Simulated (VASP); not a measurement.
```xyz
4
Lattice="2.8314 0.0000 0.0000 -1.4157 2.4521 0.0000 0.0000 0.0000 9.1100" Properties=species:S:1:pos:R:3 pbc="T T T"
Zn     0.0000     0.0000     0.0000
Zn     0.0000     0.0000     4.5550
Zn     0.0000     1.6347     2.2775
Zn     1.4157     0.8174     6.8325
```

Method: PBE GGA, VASP's PBE PAW potentials (set 64) (plane waves; VASP 6.6.1). Settings: 300 eV cut-off, 13×13×4 Γ-centred mesh, Gaussian smearing of 0.27 eV, potentials Zn.

At this cut-off the stress carries a Pulay error, which pulls relaxed volumes low. Energy and stress use the plane-wave basis of the starting cell.

### Question
The ions, cell shape and volume are relaxed. Which structure does the run end with?

### Answer

```xyz
4
Lattice="2.6683 0.0000 0.0000 -1.3341 2.3108 0.0000 0.0000 0.0000 9.7834" Properties=species:S:1:pos:R:3 pbc="T T T"
Zn     0.0000     0.0000     0.0000
Zn     0.0000     0.0000     4.8917
Zn     0.0000     1.5405     2.4458
Zn     1.3341     0.7703     7.3375
```
Space group P6_3/mmc (194), at a tolerance of 0.03 Å.

### Question
How do energy and volume change from the first to the last step?

### Answer
The energy (σ→0) changes by -27.3 meV/atom and the volume by -4.6 %, in 27 ionic steps.

The structure was generated: Zn was put into an ordered model structure, which need not be its known phase. This run relaxes it. Symmetry was kept, so distortions that lower it aren't found. The run is one of a series of settings (EDIFFG = -0.01, IBRION = 2, ISIF = 3, NSW = 50 against the base run), some of them coarse on purpose.
